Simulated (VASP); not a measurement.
VASP input:

KPOINTS:
```
Automatic mesh
0
Gamma
9 9 9
0 0 0
```

POSCAR:
```
RhSb
1
    3.6530000000     0.0000000000     0.0000000000
    0.0000000000     3.6530000000     0.0000000000
    0.0000000000     0.0000000000     3.6530000000
Rh Sb
1 1
Direct
  0.0000000000   0.0000000000   0.0000000000
  0.5000000000   0.5000000000   0.5000000000
```

INCAR:
```
SYSTEM = RhSb
PREC = Accurate
ENCUT = 400
EDIFF = 1E-6
NELM = 100
ALGO = Normal
LREAL = .FALSE.
LASPH = .TRUE.
ISMEAR = 1
SIGMA = 0.1
METAGGA = R2SCAN
LMIXTAU = .TRUE.
LMAXMIX = 4
LWAVE = .FALSE.
LCHARG = .FALSE.
IBRION = 2
ISIF = 3
NSW = 60
EDIFFG = -0.01
```

POTCAR, in this order: Rh_pv Sb (PBE.64 set). Program: vasp_std.

Task: Write an equivalent input for Ansatz.

Result: One equivalent input (not run):
Ansatz 0.2 input:
```yaml
crystal:
  lattice:
    - [3.6530000, 0.0000000, 0.0000000]
    - [0.0000000, 3.6530000, 0.0000000]
    - [0.0000000, 0.0000000, 3.6530000]
  atoms:
    - { symbol: Rh, position: [0.0000000, 0.0000000, 0.0000000] }
    - { symbol: Sb, position: [0.5000000, 0.5000000, 0.5000000] }
kpoints:
  mp_grid: { grid: [9, 9, 9] }
hamiltonian:
  xc: r2scan
  pseudopotentials: { kind: paw }
scf:
  occupations: { method: methfessel_paxton, width: 0.1 }
  max_iter: 100
relax:
  max_steps: 60
  f_tol: 0.01
  cell: {}
output: { forces: true, stress: true, eigenvalues: true }
```
The two are equivalent in intent, not identical: each code has its own PAW files, so the cut-off isn't converted (ENCUT is set for VASP's; basis.ecutwfc is left out, and Ansatz then takes the one that its files recommend); Ansatz stops its SCF on the density residual and VASP on the energy change (EDIFF).

The structure was generated: RhSb was put into the CsCl type type (Pm-3m), which need not be its known phase. This run relaxes it. Symmetry was kept, so distortions that lower it aren't found.
